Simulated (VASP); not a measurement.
Data:

```
Pb
1.0
    0.00000     2.53251     2.53251
    2.53251     0.00000     2.53251
    2.53251     2.53251     0.00000
Pb
1
Direct
  0.00000   0.00000   0.00000
```

Level of theory: optB86b-vdW, VASP's PBE PAW potentials (set 64) (plane waves; VASP 6.6.1). Numerical set-up: 520 eV cut-off, 13×13×13 Γ-centred mesh, first-order Methfessel-Paxton smearing of 0.10 eV, potentials Pb_d.

### Question
Give the stress tensor in GPa (positive for a compressed cell).

### Answer

```
-2.07   0.00   0.00
 0.00  -2.07   0.00
 0.00   0.00  -2.07
```
The pressure is its mean diagonal, -2.07 GPa.

The compound is Pb in the fcc structure. This cell is one point of a volume scan, at 1.06 of the reference volume.
